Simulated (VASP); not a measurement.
```
AlCo
1.0
    2.86000     0.00000     0.00000
    0.00000     2.86000     0.00000
    0.00000     0.00000     2.86000
Al Co
1 1
Cartesian
  1.43000   1.43000   1.43000
  0.00000   0.00000   0.00000
```

The numbers are results of optB86b-vdW, VASP's PBE PAW potentials (set 64) (plane waves; VASP), not measurements. Numerical set-up: 520 eV cut-off, 11×11×11 Γ-centred mesh, first-order Methfessel-Paxton smearing of 0.10 eV, potentials Al Co.

Energy and stress use the plane-wave basis of the starting cell.

Q: The ions, cell shape and volume are relaxed. Predict the relaxed structure.

A: 
```
AlCo
1.0
    2.83562     0.00000     0.00000
    0.00000     2.83562     0.00000
    0.00000     0.00000     2.83562
Al Co
1 1
Direct
  0.50000   0.50000   0.50000
  0.00000   0.00000   0.00000
```
Space group Pm-3m (221), at a tolerance of 0.03 Å.

Q: How do energy and volume change from the first to the last step?

A: The energy (σ→0) changes by -4.3 meV/atom and the volume by -2.5 %, in 3 ionic steps.

The compound is CoAl in the CsCl type structure. This run relaxes it. Symmetry was kept, so distortions that lower it aren't found. The run is not spin-polarised, so no magnetic state was tried.
